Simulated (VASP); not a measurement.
BeCr3: relaxation of cell and atoms with PBEsol+U

Crystal: BeCr3.

```
Cr Be
1.0
     3.51121    0.00000    0.00000
     0.00000    3.51121    0.00000
     0.00000    0.00000    3.51121
Cr Be
3 1
Direct
  0.50000 0.50000 0.00000
  0.50000 0.00000 0.50000
  0.00000 0.50000 0.50000
  0.00000 0.00000 0.00000
```

The cell comes from a database or a generator and needn't be the stable form of this composition.

| Item | Value |
| --- | --- |
| Program | VASP 6.6.1 |
| Task | relaxation of cell and atoms |
| Functional | PBEsol |
| Potentials or basis | VASP PAW PBE potentials, release 64 (Cr_pv, Be) |
| Cutoff | 600 eV |
| k mesh | 6 × 6 × 6 |
| Occupations | fermi-dirac, width 0.05 eV |
| Spin | collinear spin, ferromagnetic start |
| Starting moments | [3.0, 3.0, 3.0, 0.0] μB |
| Hubbard terms | Cr d U = 8 eV |
| Further INCAR settings | ALGO = Normal; EDIFF = 1e-06; IBRION = 2; EDIFFG = -0.02; NSW = 40; ISIF = 3 |

| Property | Result |
| --- | --- |
| Relaxed volume | 17.44 Å³/atom |
| Relaxed cell | a = 4.117 Å, b = 4.117 Å, c = 4.117 Å, α = 90.00°, β = 90.00°, γ = 90.00° |
| Space group after relaxing (to 0.05 Å) | Pm-3m (No. 221) |
| Energy gained by relaxing | 1134.7 meV/atom |
| Ionic steps | 7 |
| Pressure after relaxing | 0.2 GPa |
| Net moment | 14.30 μB per cell |
| Site moments | Cr +4.38; Be -0.14 μB |
| Valence electrons inside the program's atomic spheres | Cr 10.74; Be 0.78 |

Step by step:
```csv
step,energy change (eV),largest force (eV/Å),pressure (GPa),volume (Å³)
1,0.0000,0.0000,81.57,43.29
2,-3.9690,0.0000,-8.37,87.80
3,-4.5357,0.0000,0.97,68.93
4,-4.5386,0.0000,-0.31,70.39
5,-4.5388,0.0000,0.20,69.76
6,-4.5388,0.0000,0.21,69.76
7,-4.5388,0.0000,0.18,69.76
```

Final structure:
```
Cr Be
1.0
     4.11661    0.00000    0.00000
     0.00000    4.11661    0.00000
     0.00000    0.00000    4.11661
Cr Be
3 1
Direct
  0.50000 0.50000 0.00000
  0.50000 0.00000 0.50000
  0.00000 0.50000 0.50000
  0.00000 0.00000 0.00000
```

Levels at points of the mesh, in eV from the Fermi level:
Spin up:
```csv
k point,band 22,band 23,band 24,band 25,band 26,band 27,band 28
"(0.00, 0.00, 0.00)",-1.40,-1.02,-1.02,-1.02,0.37,0.37,0.37
"(0.50, 0.00, 0.00)",-2.22,-2.19,-2.19,-1.93,-1.02,3.48,3.48
"(0.50, 0.50, 0.00)",-2.52,-1.97,-1.96,-1.66,-1.00,-0.05,-0.05
"(0.50, 0.50, 0.50)",-1.41,-1.41,-1.41,-1.28,-1.28,-1.28,-1.11
```
Spin down:
```tsv
k point	band 8	band 9	band 10	band 11	band 12	band 13	band 14	band 15	band 16	band 17
(0.00, 0.00, 0.00)	-38.11	-38.11	-6.20	0.58	1.20	1.20	1.20	2.37	2.37	4.51
(0.50, 0.00, 0.00)	-38.13	-38.13	-4.43	-3.58	1.32	1.32	1.73	3.53	4.23	4.23
(0.50, 0.50, 0.00)	-38.15	-38.10	-3.05	-2.01	-2.01	-0.67	1.58	4.30	4.88	4.88
(0.50, 0.50, 0.50)	-38.10	-38.10	-2.17	-0.71	-0.71	-0.71	1.12	1.26	1.26	1.26
```

Eigenvalues of the final occupation matrices:
```csv
site,spin,trace,eigenvalues
site 1 d,1,4.34,0.85 0.85 0.87 0.88 0.90
site 1 d,2,0.03,0.00 0.00 0.01 0.01 0.01
site 2 d,1,4.34,0.85 0.85 0.87 0.88 0.90
site 2 d,2,0.03,0.00 0.00 0.01 0.01 0.01
site 3 d,1,4.34,0.85 0.85 0.87 0.88 0.90
site 3 d,2,0.03,0.00 0.00 0.01 0.01 0.01
```

It took 110 s on 1 thread of Intel(R) Xeon(R) 6975P-C (Granite Rapids) (shared host), peak memory 0.2 GiB.

Caveat: the electronic state changed during the relaxation; the volume moved by over 15 % at a fixed basis, so the end points are rough; the bands computed are all filled at some k points, so no gap is given; the PAW data sets were made with another functional, which shifts forces and pressure a little; the U is typed as a test and isn't derived for this compound. The state reached can hang on the start; a lower one may exist.
